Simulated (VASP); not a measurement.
# SbC2 with r2SCAN: from relaxation to properties, part 3 of 7

What structure does SbC2 take at this level, and what are its properties? The cell is invented: it takes the structure of a Materials Project entry for LuC2 (space group 139 there), with some of its atoms replaced by other elements, volume scaled by an estimate. It may not be a known or stable phase.

VASP 6.6.1, plane waves and PAW; the level of theory is named at each step.

Still holding for the runs below: This run has no spin polarisation. Its electron count is odd, so without a moment it is a metal by construction.

So far. Step 3 (Full relaxation (r2SCAN)): It ends with a largest force of 0.006 eV/Å and a pressure of 0.05 GPa. Step 4 (Single point with fields (r2SCAN)): In this run the pressure is 0.04 GPa, small enough to go on.

### Step 5. Bands along the symmetry lines (r2SCAN)

Level of this step: r2SCAN; plane waves and PAW (Sb, C); invented cell (VASP).

The mesh alone shows little of the dispersion and can miss band extrema, so KPOINTS_OPT adds a path through the symmetry points after the self-consistent cycle.

Contents of INCAR:

```
SYSTEM = SbC2
PREC = Accurate
ENCUT = 520
EDIFF = 1E-06
NELM = 100
ISMEAR = -1
SIGMA = 0.05
LREAL = .FALSE.
ALGO = Normal
METAGGA = R2SCAN
LASPH = .TRUE.
NBANDS = 19
LORBIT = 11
LWAVE = .FALSE.
LCHARG = .FALSE.
```

Contents of POSCAR:

```
SbC2
1.0
   -2.0794198753      2.0794198753      3.0636647962
    2.0794198753     -2.0794198753      3.0636647962
    2.0794198753      2.0794198753     -3.0636647962
Sb C
1 2
Direct
    0.0000000000      0.0000000000      0.0000000000
    0.6042858710      0.6042858710      0.0000000000
    0.3957141290      0.3957141290      0.0000000000
```

Contents of KPOINTS:

```
Automatic mesh
0
Gamma
8 8 8
0 0 0
```

Contents of KPOINTS_OPT:

```
Line mode
16
Line-mode
Reciprocal
  0.00000000   0.00000000   0.00000000 GAMMA
  0.00000000   0.00000000   0.50000000 X

  0.00000000   0.00000000   0.50000000 X
 -0.23034134   0.23034134   0.50000000 Y

 -0.23034134   0.23034134   0.50000000 Y
 -0.36517067   0.36517067   0.36517067 S

 -0.36517067   0.36517067   0.36517067 S
  0.00000000   0.00000000   0.00000000 GAMMA

  0.00000000   0.00000000   0.00000000 GAMMA
  0.50000000   0.50000000  -0.50000000 Z

  0.50000000   0.50000000  -0.50000000 Z
  0.36517067   0.63482933  -0.36517067 S1

  0.36517067   0.63482933  -0.36517067 S1
  0.00000000   0.50000000   0.00000000 N

  0.00000000   0.50000000   0.00000000 N
  0.25000000   0.25000000   0.25000000 P

  0.25000000   0.25000000   0.25000000 P
  0.50000000   0.50000000  -0.23034134 Y1

  0.50000000   0.50000000  -0.23034134 Y1
  0.50000000   0.50000000  -0.50000000 Z

  0.00000000   0.00000000   0.50000000 X
  0.25000000   0.25000000   0.25000000 P
```

The projector-augmented-wave data sets are Sb and C (PBE family, release 64).

Started as:

```sh
$ mpirun -np 1 vasp_std
```

Output:

```text
[... set-up lines as in an earlier step ...]
 entering main loop
       N       E                     dE             d eps       ncg     rms          rms(c)
DAV:   1     0.819614455238E+01    0.81961E+01   -0.48865E+03  2242   0.549E+02
DAV:   2    -0.422766723741E+02   -0.50473E+02   -0.46761E+02  2975   0.122E+02
DAV:   3    -0.453687146988E+02   -0.30920E+01   -0.30427E+01  2608   0.278E+01
DAV:   4    -0.453950406047E+02   -0.26326E-01   -0.26312E-01  2702   0.319E+00
DAV:   5    -0.453953168654E+02   -0.27626E-03   -0.27625E-03  2651   0.319E-01    0.817E+00
DAV:   6    -0.399254778804E+02    0.54698E+01   -0.54311E+00  2430   0.111E+01    0.379E+00
DAV:   7    -0.400300511977E+02   -0.10457E+00   -0.78037E-01  2545   0.423E+00    0.230E+00
DAV:   8    -0.400288977243E+02    0.11535E-02   -0.29241E-02  2439   0.963E-01    0.543E-01
DAV:   9    -0.400307350160E+02   -0.18373E-02   -0.68717E-03  2902   0.424E-01    0.118E-01
DAV:  10    -0.400308284818E+02   -0.93466E-04   -0.68689E-04  2424   0.153E-01    0.327E-02
DAV:  11    -0.400308484987E+02   -0.20017E-04   -0.56777E-05  2588   0.399E-02    0.142E-02
DAV:  12    -0.400308486686E+02   -0.16987E-06   -0.10099E-05  2583   0.172E-02    0.344E-03
DAV:  13    -0.400308491451E+02   -0.47647E-06   -0.14670E-06  2271   0.734E-03
   1 F= -.40030849E+02 E0= -.40025812E+02  d E =-.100750E-01
 Start KPOINTS_OPT (optional k-point list driver)
k-point batch [1-59\176]
       N       E                     dE             ncg
DAV:   1     0.151003876122E+04   -0.19488E+05     2242
DAV:   2    -0.115311286042E+04   -0.26632E+04     2921
DAV:   3    -0.131416165923E+04   -0.16105E+03     2709
DAV:   4    -0.131535683994E+04   -0.11952E+01     2606
DAV:   5    -0.131536831129E+04   -0.11471E-01     2642
DAV:   6    -0.131536849575E+04   -0.18447E-03     2761
DAV:   7    -0.131536849924E+04   -0.34842E-05     2376
DAV:   8    -0.131536849952E+04   -0.28223E-06     1810
[...]
k-point batch [119-176\176]
       N       E                     dE             ncg
DAV:   1     0.152495392255E+04   -0.24328E+05     2204
DAV:   2    -0.965615824299E+03   -0.24906E+04     2973
DAV:   3    -0.110394508911E+04   -0.13833E+03     2584
DAV:   4    -0.110496292142E+04   -0.10178E+01     2684
DAV:   5    -0.110497317753E+04   -0.10256E-01     2667
DAV:   6    -0.110497334672E+04   -0.16919E-03     2751
DAV:   7    -0.110497334999E+04   -0.32641E-05     2374
DAV:   8    -0.110497335026E+04   -0.27349E-06     1776
```

The job ended after 2.1 min (1 MPI rank of Intel Xeon 6975P-C (Granite Rapids), shared host; peak memory 0.23 GiB).

OUTCAR, selected parts (step 5):

```text
   k-points           NKPTS =     59   k-points in BZ     NKDIM =     59   number of bands    NBANDS=     19

   NELECT =      13.0000    total number of electrons

 E-fermi :   5.6628

 k-point     1 :       0.0000    0.0000    0.0000
  band No.  band energies     occupation
    ...
      2      -4.5313      2.00000
      3      -1.1320      2.00000
      4       1.5958      2.00000
      5       1.5958      2.00000
      6       4.2210      2.00000
      7       7.2287      0.00000
      8       7.2287      0.00000
      9       7.3657      0.00000
     10       7.3657      0.00000
     11       7.9412      0.00000
    ...

  Total        0.0185258      0.0185258      0.0065103      0.0000000      0.0000000      0.0000000
  in kB        0.5601457      0.5601457      0.1968446      0.0000000      0.0000000      0.0000000
  external PRESSURE =       0.4390453 kB  Pullay stress =       0.0000000 kB

 POSITION                                       TOTAL-FORCE (eV/Angst)
 -----------------------------------------------------------------------------------
      0.00000      0.00000      0.00000         0.000000      0.000000     -0.000000
      0.00000      0.00000      3.70266        -0.000000     -0.000000     -0.004317
      0.00000      0.00000      2.42467        -0.000000     -0.000000      0.004317
 -----------------------------------------------------------------------------------
    total drift:                               -0.000000     -0.000000     -0.000000

  FREE ENERGIE OF THE ION-ELECTRON SYSTEM (eV)
  ---------------------------------------------------
  free  energy   TOTEN  =       -40.0308491451 eV

  energy  without entropy=      -40.0207741121  energy(sigma->0) =      -40.02581163

[... 9 parts as in an earlier step ...]

[... 7 further parts left out ...]
```

Spin-orbit coupling is off here; with elements this heavy it splits and shifts levels by tenths of an eV or more.

This step gave:

```yaml
bands: 19
pressure: 0.04390 GPa
```

Electronic bands along the path, in eV, zero at the Fermi level; # counts the bands kept, so #1 is VASP's band 3:

| point | #1 | #2 | #3 | #4 | #5 | #6 | #7 | #8 |
| --- | --- | --- | --- | --- | --- | --- | --- | --- |
| Γ | -6.79 | -4.07 | -4.07 | -1.44 | 1.57 | 1.57 | 1.70 | 1.70 |
| 0.53 of the way | -7.47 | -4.62 | -4.51 | -2.04 | 0.62 | 0.67 | 1.33 | 2.19 |
| X | -7.93 | -6.98 | -5.04 | -1.97 | 0.07 | 1.49 | 2.54 | 3.65 |
| 0.47 of the way | -8.13 | -6.85 | -4.63 | -1.93 | 0.45 | 0.78 | 2.47 | 3.88 |
| Y | -8.63 | -6.43 | -3.80 | -2.37 | 0.10 | 1.57 | 2.30 | 4.60 |
| 0.47 of the way | -8.85 | -5.92 | -3.94 | -2.74 | 0.60 | 2.08 | 2.25 | 4.27 |
| S | -8.94 | -5.08 | -4.76 | -2.77 | 1.38 | 1.53 | 2.71 | 3.98 |
| 0.53 of the way | -7.51 | -3.96 | -3.88 | -1.64 | -0.25 | 0.30 | 1.21 | 2.33 |
| Γ | -6.79 | -4.07 | -4.07 | -1.44 | 1.57 | 1.57 | 1.70 | 1.70 |
| 0.47 of the way | -5.55 | -4.81 | -4.81 | -4.70 | 1.28 | 1.28 | 4.15 | 4.15 |
| Z | -9.33 | -5.54 | -5.54 | -2.54 | 2.67 | 2.67 | 3.46 | 4.48 |
| 0.53 of the way | -9.22 | -5.40 | -5.29 | -2.61 | 2.09 | 2.28 | 3.55 | 4.27 |
| S1 | -8.94 | -5.08 | -4.76 | -2.77 | 1.38 | 1.53 | 2.71 | 3.98 |
| 0.47 of the way | -7.78 | -4.59 | -4.12 | -3.43 | 0.18 | 0.42 | 2.46 | 4.02 |
| N | -6.07 | -5.31 | -4.15 | -2.68 | -1.36 | -0.45 | 2.59 | 4.31 |
| 0.47 of the way | -6.05 | -5.51 | -5.14 | -3.97 | 0.07 | 0.71 | 2.73 | 3.75 |
| P | -6.20 | -6.20 | -5.70 | -4.48 | 1.24 | 1.24 | 3.40 | 3.40 |
| 0.53 of the way | -7.33 | -6.63 | -4.87 | -2.74 | 0.25 | 1.57 | 2.05 | 4.56 |
| Y1 | -8.63 | -6.43 | -3.80 | -2.37 | 0.10 | 1.57 | 2.30 | 4.60 |
| 0.53 of the way | -9.16 | -5.80 | -4.76 | -2.64 | 1.66 | 2.32 | 3.20 | 4.59 |
| Z | -9.33 | -5.54 | -5.54 | -2.54 | 2.67 | 2.67 | 3.46 | 4.48 |
| jump to X | -7.93 | -6.98 | -5.04 | -1.97 | 0.07 | 1.49 | 2.54 | 3.65 |
| 0.53 of the way | -6.92 | -6.75 | -5.50 | -3.12 | 0.51 | 2.03 | 2.10 | 4.46 |
| P | -6.20 | -6.20 | -5.70 | -4.48 | 1.24 | 1.24 | 3.40 | 3.40 |

Of the projections kept (Sb, C), the largest for each band there; the rest of the weight can lie on other orbitals:

| point | #1 | #2 | #3 | #4 | #5 | #6 | #7 | #8 |
| --- | --- | --- | --- | --- | --- | --- | --- | --- |
| Γ | C 0.86 | C 0.91 | C 0.91 | C 0.68 | Sb 0.86 | Sb 0.86 | C 0.88 | C 0.88 |
| X | C 0.81 | C 0.67 | C 0.78 | C 0.78 | C 0.84 | Sb 0.61 | C 0.57 | Sb 0.68 |
| Y | C 0.79 | C 0.71 | C 0.95 | C 0.72 | Sb 0.76 | C 0.88 | C 0.52 | Sb 0.64 |
| S | C 0.78 | C 0.83 | C 0.67 | C 0.86 | Sb 0.54 | Sb 0.75 | C 0.80 | C 0.98 |
| Γ | C 0.86 | C 0.91 | C 0.91 | C 0.68 | Sb 0.86 | Sb 0.86 | C 0.88 | C 0.88 |
| Z | C 0.76 | C 0.78 | C 0.78 | C 0.91 | Sb 0.66 | Sb 0.66 | Sb 1.00 | C 0.52 |

The electronic bands as a text plot (rows in eV, shown from -8.0 to 4.6 only; labels by their first letter):

```
    4.3 |   *      * **   *        *  ****  ****     ****  *  **
    3.8 |       ***    **  *     ** ** ** **    **  *       **  *
    3.3 |  *   *         *  *    *    *           **       *    *
    2.7 | *   * **    **  *  ** *     ** ** ******  *     * **
    2.2 |*  ** *  ****  *  **  **    *  *  *         ******** **
    1.7 |***  ***   * ** *   ***   **    *          ***    * ****
    1.2 |  ****  * *  *** ***** ***       *      ****  ** *     *
    0.6 | * **    *  *  **  **             *    **   *         *
    0.1 |  ** **** **    ****               *  *      ****   **
   -0.4 |                  *                *** *
   -0.9 |                                    * *
   -1.5 |***               *****              *
   -2.0 |   ********            *                       *    *
   -2.5 |           **    *           ****    *       ** **** *
   -3.0 |             ****       *   *    ** * *
   -3.5 |           *     *         *       *   *    *   *     *
   -4.1 |****      * *  *********          ****  *  *   * *     *
   -4.6 |   **    *   ****       ***      **** *  **   *
   -5.1 |    *****     *           **   ***   ***     *    ****
   -5.6 |             *           *  ****       ******     **  **
   -6.2 |     *     **           * *          *******    **     *
   -6.7 |**    ** **          ***            *       ****     **
   -7.2 |  **    *          **      *       *         *      *
   -7.7 |    *****        **                           *     **
         Γ      X   Y  S       Γ      Z  S    N    P     Y  Z|X P
```

There is no gap at this level.

### Step 6. Total and projected DOS (r2SCAN)

A density of states needs more k-points than a total energy; ISMEAR = -5 takes tetrahedra, and LORBIT projects the states on the PAW spheres. The mesh is finer than in the run before.

INCAR, as its differences from that of step 5:

```diff
@@ -5,3 +5,3 @@
 NELM = 100
-ISMEAR = -1
+ISMEAR = -5
 SIGMA = 0.05
@@ -15 +15,2 @@
 LCHARG = .FALSE.
+NEDOS = 2001
```

POSCAR is that of step 5.

Contents of KPOINTS:

```
Automatic mesh
0
Gamma
11 11 11
0 0 0
```

Started as:

```sh
$ mpirun -np 1 vasp_std
```

Output:

```text
[... set-up lines as in an earlier step ...]
 entering main loop
       N       E                     dE             d eps       ncg     rms          rms(c)
DAV:   1     0.821846485281E+01    0.82185E+01   -0.48798E+03  4788   0.547E+02
DAV:   2    -0.421625552774E+02   -0.50381E+02   -0.46589E+02  6209   0.122E+02
DAV:   3    -0.453646919681E+02   -0.32021E+01   -0.31537E+01  5635   0.282E+01
DAV:   4    -0.453922824228E+02   -0.27590E-01   -0.27576E-01  5842   0.324E+00
DAV:   5    -0.453925663211E+02   -0.28390E-03   -0.28390E-03  5661   0.323E-01    0.817E+00
DAV:   6    -0.399167042517E+02    0.54759E+01   -0.53934E+00  5225   0.111E+01    0.378E+00
DAV:   7    -0.400207644625E+02   -0.10406E+00   -0.78317E-01  5414   0.425E+00    0.230E+00
DAV:   8    -0.400192845718E+02    0.14799E-02   -0.28678E-02  5209   0.956E-01    0.542E-01
DAV:   9    -0.400212247777E+02   -0.19402E-02   -0.68056E-03  6223   0.425E-01    0.117E-01
DAV:  10    -0.400213500030E+02   -0.12523E-03   -0.64864E-04  5221   0.149E-01    0.318E-02
DAV:  11    -0.400213722521E+02   -0.22249E-04   -0.56672E-05  5548   0.400E-02    0.140E-02
DAV:  12    -0.400213692829E+02    0.29692E-05   -0.95584E-06  5503   0.167E-02    0.343E-03
DAV:  13    -0.400213688781E+02    0.40472E-06   -0.13548E-06  4612   0.714E-03
   1 F= -.40021369E+02 E0= -.40021369E+02  d E =0.000000E+00
 -----------------------------------------------------------------------------
|                                                                             |
|           W    W    AA    RRRRR   N    N  II  N    N   GGGG   !!!           |
|           W    W   A  A   R    R  NN   N  II  NN   N  G    G  !!!           |
|           W    W  A    A  R    R  N N  N  II  N N  N  G       !!!           |
|           W WW W  AAAAAA  RRRRR   N  N N  II  N  N N  G  GGG   !            |
|           WW  WW  A    A  R   R   N   NN  II  N   NN  G    G                |
|           W    W  A    A  R    R  N    N  II  N    N   GGGG   !!!           |
|                                                                             |
|     Tetrahedron method does not include variations of the Fermi             |
|     occupations, so forces and stress will be inaccurate. We suggest        |
|     using a different smearing scheme ISMEAR = 1 or 2 for metals in         |
|     relaxations.                                                            |
|                                                                             |
 -----------------------------------------------------------------------------
```

The job ended after 1.9 min (1 MPI rank; peak memory 0.26 GiB).

OUTCAR, selected parts (step 6):

```text
   k-points           NKPTS =    126   k-points in BZ     NKDIM =    126   number of bands    NBANDS=     19

   NELECT =      13.0000    total number of electrons

 E-fermi :   5.6741

 k-point     1 :       0.0000    0.0000    0.0000
  band No.  band energies     occupation
    ...
      2      -4.5297      2.00000
      3      -1.1233      2.00000
      4       1.6058      2.00000
      5       1.6058      2.00000
      6       4.2273      2.00000
      7       7.2248      0.00000
      8       7.2248      0.00000
      9       7.3727      0.00000
     10       7.3727      0.00000
     11       7.9404      0.00000
    ...

  Total        0.0755724      0.0755724     -0.0792995      0.0000000      0.0000000      0.0000000
  in kB        2.2850101      2.2850101     -2.3977027      0.0000000      0.0000000      0.0000000
  external PRESSURE =       0.7241059 kB  Pullay stress =       0.0000000 kB

 POSITION                                       TOTAL-FORCE (eV/Angst)
 -----------------------------------------------------------------------------------
      0.00000      0.00000      0.00000         0.000000      0.000000      0.000000
      0.00000      0.00000      3.70266        -0.000000     -0.000000     -0.038140
      0.00000      0.00000      2.42467         0.000000      0.000000      0.038140
 -----------------------------------------------------------------------------------
    total drift:                               -0.000000     -0.000000     -0.000000

  FREE ENERGIE OF THE ION-ELECTRON SYSTEM (eV)
  ---------------------------------------------------
  free  energy   TOTEN  =       -40.0213688781 eV

  energy  without entropy=      -40.0213688781  energy(sigma->0) =      -40.02136888

[... 6 parts as in an earlier step ...]

[... 10 further parts left out ...]
```

With tetrahedra the forces and stress of a metal are not exact derivatives of the energy.

This step gave:

```
irreducible k-points   : 126
free energy (TOTEN)    : -40.02 eV
Fermi energy           : 5.674 eV
pressure               : 0.07241 GPa
DOS at the Fermi level : 1.698 states/eV/cell
```

The density of states has structure finer than the step of the table below, so its rows give means over 1 eV, whole bins alone (the curve runs from -12.0 to 7.94 eV). Peaks (eV: height): total -10.7: 3, -4.2: 2.38, 0.3: 2.20, 1.0: 2.01; C p -4.2: 0.960, -2.8: 0.505, 2.2: 0.482, 4.2: 0.529; Sb p 0.0: 0.538, 1.0: 0.485, 2.1: 0.343, 5.5: 0.350; Sb s -10.7: 1.28, -3.2: 0.187; C s -10.8: 0.217, -7.8: 0.181, -5.0: 0.140, -3.3: 0.0994.

States under -12.0 eV and over 7.9 eV are left out. The density of states by energy, zero at the Fermi level; means over each step; values in states/eV/cell:

| energy (eV) | total | C p | Sb p | Sb s | C s |
| --- | --- | --- | --- | --- | --- |
| -11 | 1.43 | 0.111 | 0.00285 | 0.609 | 0.0987 |
| -10 | 0.563 | 0.0507 | 0.00194 | 0.260 | 0.0252 |
| -9 | 0.112 | 0.0105 | 0.0104 | 0.00625 | 0.0245 |
| -8 | 0.552 | 0.0692 | 0.0512 | 0.0202 | 0.129 |
| -7 | 0.892 | 0.174 | 0.0866 | 0.0247 | 0.158 |
| -6 | 1.20 | 0.339 | 0.126 | 0.0209 | 0.0607 |
| -5 | 1.96 | 0.641 | 0.122 | 0.0275 | 0.0914 |
| -4 | 1.63 | 0.620 | 0.0535 | 0.0680 | 0.0767 |
| -3 | 1.14 | 0.385 | 0.0503 | 0.166 | 0.0766 |
| -2 | 0.498 | 0.183 | 0.0234 | 0.0832 | 0.0230 |
| -1 | 0.328 | 0.0282 | 0.103 | 0.00517 | 0.0143 |
| 0 | 1.61 | 0.222 | 0.460 | 0.0172 | 0.0432 |
| 1 | 1.81 | 0.398 | 0.434 | 0.0120 | 0.0239 |
| 2 | 1.59 | 0.413 | 0.294 | 0.00461 | 0.0353 |
| 3 | 1.29 | 0.370 | 0.179 | 0.00234 | 0.0429 |
| 4 | 1.52 | 0.474 | 0.211 | 9.6e-4 | 0.0379 |
| 5 | 1.20 | 0.314 | 0.256 | 9.4e-4 | 0.0553 |
| 6 | 1.04 | 0.222 | 0.240 | 0.00115 | 0.0447 |
| 7 | 0.401 | 0.0260 | 0.0263 | 0.00251 | 0.00419 |

The finer mesh and the other smearing move the Fermi level by +0.01 eV from the 8×8×8 run, a small shift, which tests the Fermi level alone. Of the states within 0.3 eV of the Fermi level, the largest shares in the PAW spheres are Sb p 30 % and C p 13 %. The rest lies in smaller channels or between the spheres.

[end of part 3 of 7]

[Lines on the potential files, build, host, timing and source positions are cut from VASP's logs without a mark.]

[Logs are printed without paths, hosts, clocks, repeated set-up lines and the standing remarks that a program may print on its own settings, such as how far it seeks lower states.]

[Hosts, paths, dates, database ids (printed as entryN), source tags and the programs' standing remarks are cut or masked in the printed files.]

[A measured line is paired with the nearest computed mode of its activity, which favours agreement.]
